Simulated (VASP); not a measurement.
Computed with LDA (Ceperley-Alder, Perdew-Zunger), VASP's LDA PAW potentials (set 64) (plane waves; VASP 6.6.1).

The input files of a VASP run:

### KPOINTS
```
Automatic
0
gamma
  9 9 9
```

**POSCAR**
```
KF
1
    0.0000000000     2.5858472595     2.5858472595
    2.5858472595     0.0000000000     2.5858472595
    2.5858472595     2.5858472595     0.0000000000
K F
1 1
Direct
  0.0000000000   0.0000000000   0.0000000000
  0.5000000000   0.5000000000   0.5000000000
```

### INCAR
```
ALGO  =  Normal   ! blocked Davidson
SYSTEM  =  KF
LEPSILON  =  .True.
NELM  =  100
ISMEAR  =  0
EDIFF  =  1E-8   ! SCF stop (eV)
LREAL  =  .False.   ! projection in real space or not
PREC  =  Accurate
ENCUT  =  520   ! plane-wave cut-off (eV)
LASPH  =  .True.
LWAVE  =  .False.
SIGMA  =  0.01   ! width (eV)
LCHARG  =  .False.
```

POTCAR, in this order: K_sv F (LDA.64 set). Program: vasp_std.

What VASP printed:

**OUTCAR**
```


 HEAD OF MICROSCOPIC STATIC DIELECTRIC TENSOR (INDEPENDENT PARTICLE, excluding Hartree and local field effects)
 ------------------------------------------------------
           2.245491    -0.000000     0.000000
          -0.000000     2.245491    -0.000000
          -0.000000    -0.000000     2.245491
 ------------------------------------------------------

 MACROSCOPIC STATIC DIELECTRIC TENSOR (including local field effects in DFT)
 ------------------------------------------------------
           2.092701    -0.000000    -0.000000
          -0.000000     2.092701     0.000000
          -0.000000     0.000000     2.092701
 ------------------------------------------------------

 PIEZOELECTRIC TENSOR (including local field effects)  for field in x, y, z        (e  Angst)
          XX          YY          ZZ          XY          YZ          ZX
  --------------------------------------------------------------------------------
  x     0.00000     0.00000     0.00000     0.00000     0.00000     0.00000
  y     0.00000     0.00000     0.00000     0.00000     0.00000     0.00000
  z     0.00000     0.00000     0.00000     0.00000     0.00000     0.00000

 PIEZOELECTRIC TENSOR (including local field effects)  for field in x, y, z        (C/m^2)
          XX          YY          ZZ          XY          YZ          ZX
  --------------------------------------------------------------------------------
  x     0.00000     0.00000     0.00000     0.00000     0.00000     0.00000
  y     0.00000     0.00000     0.00000     0.00000     0.00000     0.00000
  z     0.00000     0.00000     0.00000     0.00000     0.00000     0.00000

 BORN EFFECTIVE CHARGES (including local field effects) (in |e|, cummulative output)
 ---------------------------------------------------------------------------------
 ion    1
    1     1.14878     0.00000     0.00000
    2     0.00000     1.14878    -0.00000
    3     0.00000     0.00000     1.14878
 ion    2
    1    -1.14878     0.00000     0.00000
    2     0.00000    -1.14878     0.00000
    3    -0.00000    -0.00000    -1.14878
```
(Selected blocks of OUTCAR.)

The compound is KF in the rock salt structure. It was relaxed first, which changed the volume by -10 %.
